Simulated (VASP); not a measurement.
Consider the following.

```
PtS2
1.0
    1.78670    -3.09466     0.00000
    1.78670     3.09466     0.00000
    0.00000     0.00000     6.13965
Pt S
1 2
Direct
  0.00000   0.00000   0.00000
  0.33333   0.66667   0.19959
  0.66667   0.33333   0.80041
```

Level of theory: PBE GGA, VASP's PBE PAW potentials (set 64) (plane waves; VASP). Numerical set-up: 480 eV cut-off, 8×8×4 Γ-centred mesh, Gaussian smearing of 0.050 eV, potentials Pt S.

Energy and stress use the plane-wave basis of the starting cell. Without a dispersion term in the relaxation, distances and binding between the weakly bound layers, chains or molecules are unreliable, and so is what depends on them.

Problem. The ions, cell shape and volume at an external pressure of 1.0 GPa are relaxed. Which structure does the run end with?

Solution. 
```
PtS2
1.0
    1.78531    -3.09225     0.00000
    1.78531     3.09225     0.00000
    0.00000     0.00000     5.46445
Pt S
1 2
Direct
  0.00000   0.00000   0.00000
  0.33333   0.66667   0.22380
  0.66667   0.33333   0.77620
```
Space group P-3m1 (164), at a tolerance of 0.03 Å.

Problem. How do energy and volume change from the first to the last step?

Solution. The energy (σ→0) changes by +6.9 meV/atom and the volume by -11.1 %, in 19 ionic steps.

The compound is PtS2 in the 1T layered structure. This run relaxes it under an external pressure of 1 GPa. Symmetry was kept, so distortions that lower it aren't found.
